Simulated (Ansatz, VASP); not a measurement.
## Zr2SiC2: VASP beside Ansatz

```
Zr Si C
1.0
    -2.01418    2.01418    5.06726
     2.01418   -2.01418    5.06726
     2.01418    2.01418   -5.06726
Zr Si C
2 1 2
Direct
  0.66687 0.66687 0.00000
  0.33313 0.33313 0.00000
  0.00000 0.00000 0.00000
  0.25000 0.75000 0.50000
  0.75000 0.25000 0.50000
```

Change from the starting cell: species swapped into the YbGe2Pd2 type (I4/mmm, No. 139).

Alike in both runs: functional PBE; k mesh 6 × 6 × 6; occupations gaussian, width 0.1 eV; no spin polarisation.

Ansatz relaxed the structure, and its values are those at the end. VASP's run is a single point on that final structure, the one shown.

|  | VASP | Ansatz |
| --- | --- | --- |
| version | VASP 6.6.1 | Ansatz 0.2.0 |
| potentials or method | VASP PAW PBE potentials, release 64 (Zr_sv, Si, C) | scalar-relativistic, plane waves, PAW |
| plane-wave cutoff (eV) | 520 | 420 |
| valence electrons in the cell | 36 | 36 |

Ansatz gave:

- gap on the k mesh at the Fermi level (eV): none
- pressure (GPa): 0.0
- rms of the force components (eV/Å): 0.009

Task: Which values does VASP return?

Result: gap on the k mesh at the Fermi level (eV): none; pressure (GPa): 0.1; rms of the force components (eV/Å): 0.018.

A gap of «none» marks a metal or a gap that the smearing closes. The functional is the same, so the differences come from potentials, cutoffs and numerics.

Caveats: the k mesh is coarse (spacing up to 0.37 Å⁻¹), so the values aren't converged.
